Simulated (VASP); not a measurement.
OSZICAR of a VASP run on Ho (space group P6_3/mmc):

### OSZICAR
```
       N       E                     dE             d eps       ncg     rms          rms(c)
DAV:   1     0.473780641547E+03    0.47378E+03   -0.14894E+04  2920   0.843E+02
DAV:   2     0.550363776810E+02   -0.41874E+03   -0.39384E+03  3010   0.225E+02
DAV:   3    -0.109593426487E+02   -0.65996E+02   -0.62778E+02  3638   0.746E+01
DAV:   4    -0.131234645475E+02   -0.21641E+01   -0.21214E+01  3448   0.139E+01
DAV:   5    -0.131801386221E+02   -0.56674E-01   -0.56571E-01  3490   0.229E+00    0.426E+02
DAV:   6    -0.497581041202E+02   -0.36578E+02   -0.63182E+01  3194   0.542E+01    0.369E+02
DAV:   7    -0.113533015615E+03   -0.63775E+02   -0.67030E+02  3758   0.967E+01    0.297E+02
DAV:   8    -0.590061347608E+03   -0.47653E+03   -0.51020E+03  4730   0.195E+02    0.396E+02
DAV:   9    -0.227498404289E+03    0.36256E+03   -0.40736E+03  4010   0.125E+02    0.187E+02
DAV:  10    -0.131884312563E+03    0.95614E+02   -0.23473E+02  3486   0.511E+01    0.187E+02
DAV:  11    -0.107699020009E+03    0.24185E+02   -0.21793E+01  3448   0.159E+01    0.155E+02
DAV:  12    -0.748506783252E+02    0.32848E+02   -0.16246E+01  3348   0.126E+01    0.159E+02
DAV:  13    -0.626290752812E+02    0.12222E+02   -0.73189E+00  3480   0.758E+00    0.134E+02
DAV:  14    -0.654299693012E+02   -0.28009E+01   -0.12448E+00  3142   0.328E+00    0.134E+02
DAV:  15    -0.652588520406E+02    0.17112E+00   -0.75259E-02  3440   0.734E-01    0.134E+02
DAV:  16    -0.662309496836E+02   -0.97210E+00   -0.31550E-02  3122   0.582E-01    0.136E+02
DAV:  17    -0.638957296434E+02    0.23352E+01   -0.34136E-02  3174   0.888E-01    0.134E+02
DAV:  18    -0.480505668956E+02    0.15845E+02   -0.22636E+00  3346   0.560E+00    0.127E+02
DAV:  19    -0.286113457451E+02    0.19439E+02   -0.39333E+00  3666   0.764E+00    0.118E+02
DAV:  20    -0.166523227047E+02    0.11959E+02   -0.18513E+00  3650   0.120E+01    0.109E+02
DAV:  21    -0.963937884225E+02   -0.79741E+02   -0.14855E+02  3998   0.339E+01    0.355E+02
DAV:  22    -0.327421648745E+02    0.63652E+02   -0.27067E+01  3326   0.192E+01    0.275E+02
DAV:  23    -0.193872622692E+02    0.13355E+02   -0.39980E+00  3566   0.579E+00    0.243E+02
DAV:  24    -0.218372938710E+02   -0.24500E+01   -0.69362E-01  3590   0.289E+00    0.250E+02
DAV:  25    -0.248615955508E+02   -0.30243E+01   -0.20562E-01  3924   0.156E+00    0.260E+02
DAV:  26    -0.205000285540E+02    0.43616E+01   -0.24265E-01  3578   0.180E+00    0.249E+02
DAV:  27    -0.203659112309E+02    0.13412E+00   -0.32094E-02  3464   0.655E-01    0.250E+02
DAV:  28    -0.203729575571E+02   -0.70463E-02   -0.58322E-03  3394   0.219E-01    0.250E+02
DAV:  29    -0.204331787820E+02   -0.60221E-01   -0.36559E-04  3946   0.591E-02    0.250E+02
DAV:  30    -0.224044941844E+02   -0.19713E+01   -0.37652E-02  3668   0.718E-01    0.255E+02
DAV:  31    -0.235298366685E+02   -0.11253E+01   -0.30044E-02  3398   0.638E-01    0.256E+02
DAV:  32    -0.247048221542E+02   -0.11750E+01   -0.30909E-02  3632   0.651E-01    0.257E+02
DAV:  33    -0.223650739194E+02    0.23397E+01   -0.69643E-02  3760   0.873E-01    0.251E+02
DAV:  34    -0.227205439152E+02   -0.35547E+00   -0.14433E-02  3230   0.436E-01    0.252E+02
DAV:  35    -0.230675642960E+02   -0.34702E+00   -0.90308E-02  3482   0.151E+00    0.256E+02
DAV:  36    -0.190012840435E+02    0.40663E+01   -0.15837E-01  3912   0.144E+00    0.248E+02
DAV:  37    -0.181776158181E+02    0.82367E+00   -0.30470E-02  3842   0.626E-01    0.247E+02
DAV:  38    -0.606017370020E+01    0.12117E+02   -0.46058E+00  3654   0.759E+00    0.224E+02
DAV:  39    -0.669090648559E+01   -0.63073E+00   -0.12056E+00  3074   0.595E+00    0.226E+02
DAV:  40    -0.728295090940E+01   -0.59204E+00   -0.14891E-01  3552   0.116E+00    0.226E+02
DAV:  41    -0.884897854456E+01   -0.15660E+01   -0.19409E-01  3552   0.297E+00    0.230E+02
DAV:  42    -0.907270940144E+01   -0.22373E+00   -0.32937E-01  2840   0.197E+00    0.231E+02
DAV:  43    -0.907830935138E+01   -0.55999E-02   -0.11927E-02  3358   0.332E-01    0.231E+02
DAV:  44    -0.105920822285E+02   -0.15138E+01   -0.63280E-02  3254   0.128E+00    0.232E+02
DAV:  45    -0.741443729620E+01    0.31776E+01   -0.19284E-01  3288   0.258E+00    0.228E+02
DAV:  46    -0.496514124708E+01    0.24493E+01   -0.10942E+00  2932   0.382E+00    0.220E+02
DAV:  47    -0.210913467838E+01    0.28560E+01   -0.30020E+00  3300   0.464E+00    0.191E+02
DAV:  48    -0.371595350281E+01   -0.16068E+01   -0.49018E+00  3200   0.792E+00    0.764E+01
DAV:  49    -0.138152467103E+02   -0.10099E+02   -0.53565E+00  3284   0.107E+01    0.179E+02
DAV:  50    -0.568116006851E+01    0.81341E+01   -0.76632E+00  3112   0.101E+01    0.119E+02
DAV:  51    -0.186972783431E+02   -0.13016E+02   -0.14513E+01  3428   0.118E+01    0.213E+02
DAV:  52    -0.158701502824E+02    0.28271E+01   -0.86482E-01  3128   0.383E+00    0.218E+02
DAV:  53    -0.124496165247E+02    0.34205E+01   -0.49563E-01  3222   0.234E+00    0.210E+02
DAV:  54    -0.136267261141E+02   -0.11771E+01   -0.19885E-01  3782   0.139E+00    0.215E+02
DAV:  55    -0.150249841070E+02   -0.13983E+01   -0.23458E-01  3606   0.212E+00    0.218E+02
DAV:  56    -0.430774318347E+01    0.10717E+02   -0.41000E+01  3734   0.187E+01    0.128E+02
DAV:  57    -0.842725941000E+01   -0.41195E+01   -0.11234E+01  3172   0.180E+01    0.938E+01
DAV:  58    -0.785406238847E+01    0.57320E+00   -0.21822E+00  3114   0.595E+00    0.868E+01
DAV:  59    -0.100998743826E+02   -0.22458E+01   -0.14248E+00  2854   0.606E+00    0.105E+02
DAV:  60    -0.796084254073E+01    0.21390E+01   -0.21442E+00  2984   0.685E+00    0.128E+02
DAV:  61    -0.662822124864E+01    0.13326E+01   -0.11541E+00  3042   0.845E+00    0.103E+02
DAV:  62    -0.101024162326E+02   -0.34742E+01   -0.42167E+00  3064   0.124E+01    0.126E+02
DAV:  63    -0.886220048478E+01    0.12402E+01   -0.94090E-01  2928   0.436E+00    0.129E+02
DAV:  64    -0.746699201751E+01    0.13952E+01   -0.50615E-01  3002   0.231E+00    0.121E+02
DAV:  65    -0.799934443702E+01   -0.53235E+00   -0.70962E-02  2902   0.104E+00    0.120E+02
DAV:  66    -0.922286844547E+01   -0.12235E+01   -0.25918E+00  2834   0.423E+00    0.144E+02
DAV:  67    -0.817987415253E+01    0.10430E+01   -0.78485E-01  2802   0.362E+00    0.149E+02
DAV:  68    -0.754308517800E+01    0.63679E+00   -0.96403E-02  3038   0.148E+00    0.147E+02
DAV:  69    -0.565595371092E+01    0.18871E+01   -0.57246E-01  2836   0.312E+00    0.137E+02
DAV:  70    -0.632020857624E+01   -0.66425E+00   -0.62053E-02  3154   0.114E+00    0.137E+02
DAV:  71    -0.541694489193E+01    0.90326E+00   -0.61318E+00  2868   0.148E+01    0.115E+02
DAV:  72    -0.143623815788E+02   -0.89454E+01   -0.24791E+00  3104   0.683E+00    0.163E+02
DAV:  73    -0.131714618753E+02    0.11909E+01   -0.67965E-01  2994   0.357E+00    0.174E+02
DAV:  74    -0.120506771292E+02    0.11208E+01   -0.49835E-01  2956   0.337E+00    0.177E+02
DAV:  75    -0.109373122351E+02    0.11134E+01   -0.12501E+00  2810   0.426E+00    0.185E+02
DAV:  76    -0.843360872171E+01    0.25037E+01   -0.29226E+00  2798   0.973E+00    0.145E+02
DAV:  77    -0.608242685521E+01    0.23512E+01   -0.14688E+01  3392   0.848E+00    0.600E+01
DAV:  78    -0.122790043023E+02   -0.61966E+01   -0.47821E+00  3196   0.106E+01    0.914E+01
DAV:  79    -0.105000890723E+02    0.17789E+01   -0.19498E+00  3050   0.518E+00    0.779E+01
DAV:  80    -0.105499979958E+02   -0.49909E-01   -0.29929E-01  3070   0.205E+00    0.925E+01
DAV:  81    -0.636545602963E+01    0.41845E+01   -0.76798E+00  3064   0.807E+00    0.852E+01
DAV:  82    -0.679033876835E+01   -0.42488E+00   -0.39181E+00  2826   0.683E+00    0.715E+01
DAV:  83    -0.813312427693E+01   -0.13428E+01   -0.89395E-01  2960   0.340E+00    0.737E+01
DAV:  84    -0.795361678465E+01    0.17951E+00   -0.18995E-01  2920   0.142E+00    0.741E+01
DAV:  85    -0.806126149331E+01   -0.10764E+00   -0.92334E-02  3226   0.141E+00    0.783E+01
DAV:  86    -0.740819679295E+01    0.65306E+00   -0.93361E+00  2900   0.848E+00    0.726E+01
DAV:  87    -0.113704375562E+02   -0.39622E+01   -0.44777E+00  3140   0.979E+00    0.105E+02
DAV:  88    -0.864367781640E+01    0.27268E+01   -0.72097E+00  2948   0.125E+01    0.917E+01
DAV:  89    -0.989995882528E+01   -0.12563E+01   -0.30710E+00  2924   0.764E+00    0.765E+01
DAV:  90    -0.100511041234E+02   -0.15115E+00   -0.21755E-01  3286   0.158E+00    0.798E+01
DAV:  91    -0.132651220289E+02   -0.32140E+01   -0.20556E+00  2932   0.786E+00    0.175E+02
DAV:  92    -0.871859325306E+01    0.45465E+01   -0.38847E+00  2820   0.650E+00    0.204E+02
DAV:  93    -0.275273957567E+01    0.59659E+01   -0.10773E+00  3066   0.354E+00    0.201E+02
DAV:  94    -0.157832284788E+01    0.11744E+01   -0.12078E-01  3662   0.105E+00    0.199E+02
DAV:  95    -0.157402612162E+01    0.42967E-02   -0.23331E-02  3098   0.538E-01    0.199E+02
DAV:  96     0.374255386048E+01    0.53166E+01   -0.47172E+00  2890   0.602E+00    0.127E+02
DAV:  97    -0.391605216234E+01   -0.76586E+01   -0.13433E+00  2830   0.486E+00    0.139E+02
DAV:  98    -0.568905560780E+01   -0.17730E+01   -0.29538E-01  3156   0.185E+00    0.154E+02
DAV:  99    -0.441911302949E+01    0.12699E+01   -0.18101E-01  2908   0.128E+00    0.152E+02
DAV: 100    -0.437446935754E+01    0.44644E-01   -0.83739E-03  3254   0.282E-01
   1 F= -.43744694E+01 E0= -.40361107E+01  d E =-.676717E+00  mag=    12.6449
```

Q: Which electronic solver shows in the log?

A: It is blocked Davidson (ALGO = Normal, or the opening steps of other solvers). The INCAR had ALGO = Normal.

Q: How was spin treated?

A: Collinear spin (ISPIN = 2): the summary line carries one mag value, 12.64 μB in the cell.

Q: Can the final energy be trusted as converged?

A: Convergence was not reached. It stopped with EDIFF = 1E-6, NELM = 100 (PBE GGA, plane waves, VASP's PBE PAW potentials (set 64)).

The structure was generated: Ho was put into an ordered model structure, which need not be its known phase. The cell was not relaxed at this level. The k-mesh is coarse (spacing up to 0.50 per Å, 2π included), so the numbers may not be converged in it. The run is one of a series of settings (ENCUT = 150, KPOINTS 4×4×4 Γ-centred mesh shifted by (0.5, 0.5, 0.5) against the base run), some of them coarse on purpose.
